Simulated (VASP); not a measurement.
Given:

```xyz
1
Lattice="0.0000 2.0530 2.0530 2.0530 0.0000 2.0530 2.0530 2.0530 0.0000" Properties=species:S:1:pos:R:3 pbc="T T T"
Ag     0.0000     0.0000     0.0000
```

All values below come from r2SCAN meta-GGA, VASP's PBE PAW potentials (set 64) (plane waves; VASP). Run with 520 eV cut-off, 17×17×17 Γ-centred mesh, tetrahedra with Blöchl corrections, potentials Ag.

Task: Predict the energy per atom (σ→0), band gap (over mesh and band path) with the smallest direct gap where there is one.

Result: 
The band gap (over mesh and band path) is none (metal, semimetal or under 0.01 eV) and the energy per atom (σ→0) is -21.357 eV/atom.

The compound is Ag in the fcc structure. It was relaxed first.
